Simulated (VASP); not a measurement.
```
CELL_PARAMETERS angstrom
      1.73044    -2.99721     0.00000
      1.73044     2.99721     0.00000
      0.00000     0.00000     5.57751
ATOMIC_POSITIONS crystal
  Tl 0.33333 0.66667 0.25000
  Tl 0.66667 0.33333 0.75000
```

All values below come from AM05 GGA, VASP's PBE PAW potentials (set 64) (plane waves; VASP). Settings: 520 eV cut-off, Gaussian smearing of 0.050 eV, potentials Tl_d.

Unless said otherwise, spin-orbit coupling is left out, though it shifts the bands of the heavy elements here.

Q: What does the run give for the band gap (along the path) with the smallest direct gap where there is one?

A: 
```json
{
  "band gap (along the path)": "none (metal, semimetal or under 0.01 eV)"
}
```

The absolute energy has meaning only against runs of the same code, potentials and settings.

The compound is Tl in the hcp structure. It was relaxed first.
